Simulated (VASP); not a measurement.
All values below come from PBE GGA, VASP's PBE PAW potentials (set 64) (plane waves; VASP).

Input for VASP

KPOINTS:
```
Automatic mesh
0
Gamma
14 14 14
0 0 0
```

### POSCAR
```
Pt
1
    0.0000000000     1.9833616793     1.9833616793
    1.9833616793    -0.0000000000     1.9833616793
    1.9833616793     1.9833616793     0.0000000000
Pt
1
Direct
  0.0000000000   0.0000000000   0.0000000000
```

INCAR:
```
! general
SYSTEM  = Pt
PREC    = Accurate
ENCUT   = 480
LREAL   = .FALSE.
LASPH   = .TRUE.

! electronic loop
EDIFF   = 1E-6
NELM    = 100
ALGO    = Normal
LMAXMIX = 6

! smearing
ISMEAR  = 1
SIGMA   = 0.1

! functional
GGA     = PE

! ions
IBRION  = 2
NSW     = 60
ISIF    = 3
EDIFFG  = -0.01

! output
LWAVE   = .FALSE.
LCHARG  = .FALSE.
```

POTCAR, in this order: Pt (PBE.64 set). Program: vasp_std.

Unless said otherwise, spin-orbit coupling is left out, though it shifts the bands of the heavy elements here.

Estimate the energy per atom (σ→0), band gap (on the k-mesh).

```json
{
  "energy per atom (σ→0)": "-6.105 eV/atom",
  "band gap (on the k-mesh)": "none (metal, semimetal or under 0.01 eV)"
}
```

OSZICAR:
```
...
DAV:   5    -0.648527479331E+01   -0.88457E-05   -0.88453E-05  2107   0.821E-02    0.116E+01
DAV:   6    -0.614427428584E+01    0.34100E+00   -0.93586E-01  1917   0.872E+00    0.616E+00
DAV:   7    -0.610836478253E+01    0.35910E-01   -0.14491E-01  1997   0.334E+00    0.247E+00
DAV:   8    -0.610514231517E+01    0.32225E-02   -0.41340E-03  2031   0.624E-01    0.458E-01
DAV:   9    -0.610502086441E+01    0.12145E-03   -0.49234E-05  1976   0.733E-02    0.179E-02
DAV:  10    -0.610502569536E+01   -0.48310E-05   -0.20956E-06  2126   0.146E-02    0.272E-03
DAV:  11    -0.610502575975E+01   -0.64390E-07   -0.54974E-08  1007   0.228E-03
   1 F= -.61050258E+01 E0= -.61051478E+01  d E =-.610503E+01
```

The compound is Pt in the fcc structure. It was relaxed first. The start is the result of an earlier pass.
